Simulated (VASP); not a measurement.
Output of a VASP run:

OSZICAR:
```
...
DAV:   3    -0.218038084108E+02    0.62818E-01   -0.23829E-01  2688   0.973E+00    0.589E-01
DAV:   4    -0.217960065851E+02    0.78018E-02   -0.63488E-02  2672   0.344E+00    0.121E-01
DAV:   5    -0.217961721912E+02   -0.16561E-03   -0.37169E-03  2896   0.739E-01    0.504E-02
DAV:   6    -0.217961651747E+02    0.70165E-05   -0.64957E-04  3128   0.408E-01    0.171E-02
DAV:   7    -0.217961621388E+02    0.30358E-05   -0.71582E-05  2936   0.729E-02    0.713E-03
DAV:   8    -0.217961615508E+02    0.58808E-06   -0.63491E-06  2256   0.342E-02
   3 F= -.19714121E+02 E0= -.19714061E+02  d E =-.524873E-01
       N       E                     dE             d eps       ncg     rms          rms(c)
DAV:   1    -0.217945566656E+02    0.16055E-02   -0.11293E-02  2384   0.177E+00    0.118E-01
DAV:   2    -0.217942460118E+02    0.31065E-03   -0.12619E-03  2336   0.416E-01    0.365E-02
DAV:   3    -0.217941989032E+02    0.47109E-04   -0.18640E-04  2736   0.249E-01    0.166E-02
DAV:   4    -0.217941938468E+02    0.50563E-05   -0.47102E-05  2768   0.924E-02    0.334E-03
DAV:   5    -0.217941948623E+02   -0.10155E-05   -0.27549E-06  1728   0.205E-02    0.137E-03
DAV:   6    -0.217941953403E+02   -0.47806E-06   -0.58572E-07  1072   0.152E-02
   4 F= -.19714106E+02 E0= -.19714048E+02  d E =-.524725E-01
       N       E                     dE             d eps       ncg     rms          rms(c)
DAV:   1    -0.218006824170E+02   -0.64876E-02   -0.40879E-01  2112   0.576E+00    0.443E-01
DAV:   2    -0.217963667017E+02    0.43157E-02   -0.15017E-02  2976   0.151E+00    0.258E-01
DAV:   3    -0.217939798572E+02    0.23868E-02   -0.33229E-03  2928   0.898E-01    0.768E-02
DAV:   4    -0.217938582129E+02    0.12164E-03   -0.10114E-03  2992   0.301E-01    0.190E-02
DAV:   5    -0.217938582024E+02    0.10405E-07   -0.90612E-05  2368   0.127E-01    0.736E-03
DAV:   6    -0.217938577869E+02    0.41556E-06   -0.35532E-06  1952   0.308E-02
   5 F= -.19716120E+02 E0= -.19716097E+02  d E =-.201419E-02
       N       E                     dE             d eps       ncg     rms          rms(c)
DAV:   1    -0.218153420332E+02   -0.21484E-01   -0.15050E+00  2120   0.111E+01    0.880E-01
DAV:   2    -0.217990669899E+02    0.16275E-01   -0.59246E-02  3040   0.285E+00    0.501E-01
DAV:   3    -0.217907936869E+02    0.82733E-02   -0.11856E-02  2944   0.165E+00    0.191E-01
DAV:   4    -0.217897506546E+02    0.10430E-02   -0.42958E-03  3080   0.660E-01    0.390E-02
DAV:   5    -0.217897666078E+02   -0.15953E-04   -0.47345E-04  2320   0.289E-01    0.160E-02
DAV:   6    -0.217897645689E+02    0.20389E-05   -0.26838E-05  3288   0.674E-02    0.554E-03
DAV:   7    -0.217897646393E+02   -0.70443E-07   -0.31649E-06  1704   0.157E-02
   6 F= -.19716718E+02 E0= -.19716802E+02  d E =-.261207E-02
       N       E                     dE             d eps       ncg     rms          rms(c)
DAV:   1    -0.217955359547E+02   -0.57714E-02   -0.21759E-01  2112   0.424E+00    0.330E-01
DAV:   2    -0.217932065138E+02    0.23294E-02   -0.82689E-03  2920   0.111E+00    0.191E-01
DAV:   3    -0.217919713546E+02    0.12352E-02   -0.17140E-03  2928   0.673E-01    0.625E-02
DAV:   4    -0.217918756411E+02    0.95713E-04   -0.57591E-04  3056   0.231E-01    0.153E-02
DAV:   5    -0.217918744237E+02    0.12174E-05   -0.61413E-05  2280   0.112E-01    0.562E-03
DAV:   6    -0.217918736729E+02    0.75076E-06   -0.17799E-06  1688   0.274E-02
   7 F= -.19717020E+02 E0= -.19717075E+02  d E =-.291437E-02
```

**OUTCAR**
```
------------------------ aborting loop because EDIFF is reached ----------------------------------------
  FORCE on cell =-STRESS in cart. coord.  units (eV):
  Direction    XX          YY          ZZ          XY          YZ          ZX
  --------------------------------------------------------------------------------------
  Total        2.1161368      2.1161372      2.1311977     -0.0000000      0.0000000      0.0000000
  in kB       50.9948498     50.9948602     51.3577893     -0.0000000      0.0000000      0.0000000
  external PRESSURE =       1.1158331 kB  Pullay stress =      50.0000000 kB
  volume of cell :       66.49
      direct lattice vectors                 reciprocal lattice vectors
     3.466851027 -0.000000000 -0.000000000     0.288446199  0.166534473 -0.000000000
    -1.733425514  3.002381369  0.000000000     0.000000000  0.333068947 -0.000000000
     0.000000000 -0.000000000  6.387441998     0.000000000  0.000000000  0.156557195
 POSITION                                       TOTAL-FORCE (eV/Angst)
 -----------------------------------------------------------------------------------
     -0.00000      0.00000      0.00000        -0.000000     -0.000000     -0.000000
      0.00000      0.00000      3.19372        -0.000000     -0.000000     -0.000000
     -0.00000      2.00159      1.59686         0.000000      0.000000     -0.000000
      1.73343      1.00079      4.79058        -0.000000     -0.000000      0.000000
 -----------------------------------------------------------------------------------
    total drift:                                0.000000     -0.000000      0.000000
  FREE ENERGIE OF THE ION-ELECTRON SYSTEM (eV)
  ---------------------------------------------------
  free  energy   TOTEN  =       -21.7918736729 eV

  energy  without entropy=      -21.7920374266  energy(sigma->0) =      -21.79192826
  enthalpy is  TOTEN    =       -19.7170202193 eV   P V=        2.0748534536

 reached required accuracy - stopping structural energy minimisation
```
(Selected blocks of OUTCAR.)

### POSCAR
```
PbO
1
    3.5426098528     0.0000000000     0.0000000000
   -1.7713049265     3.0679904163     0.0000000000
    0.0000000000     0.0000000000     6.4306278699
Pb O
2 2
Direct
  0.0000000000   0.0000000000   0.0000000000
  0.0000000000   0.0000000000   0.5000000000
  0.3333330000   0.6666670000   0.2500000000
  0.6666670000   0.3333330000   0.7500000000
```

**Question.** Reconstruct the remaining input files.

**Answer.** One answer among several that fit: the input of the run itself, PBEsol GGA, plane waves, VASP's PBE PAW potentials (set 64).

**INCAR**
```
! general
SYSTEM  = PbO
PREC    = Accurate
ENCUT   = 620   ! plane-wave cut-off (eV)
LREAL   = .FALSE.   ! projection in real space or not
LASPH   = .TRUE.   ! aspherical one-centre terms

! electronic loop
EDIFF   = 1E-6
NELM    = 100   ! most electronic steps
ALGO    = Normal   ! blocked Davidson
LMAXMIX = 4   ! l cut-off of mixed one-centre charges

! smearing
ISMEAR  = 1
SIGMA   = 0.1   ! width (eV)

! functional
GGA     = PS   ! PBEsol

! ions
IBRION  = 2
NSW     = 40   ! most ionic steps
ISIF    = 3   ! ions, shape and volume
EDIFFG  = -0.02   ! ionic stop
PSTRESS = 50   ! kbar

! output
LWAVE   = .FALSE.
LCHARG  = .FALSE.
```

**KPOINTS**
```
Automatic
0
gamma
  10 10 5
0 0 0
```

POTCAR, in this order: Pb_d O (PBE.64 set). Program: vasp_std.

Energy and stress use the plane-wave basis of the starting cell.

The structure was generated: PbO was put into the NiAs type type (P6_3/mmc), which need not be its known phase. This run relaxes it under an external pressure of 5 GPa. Symmetry was kept, so distortions that lower it aren't found.
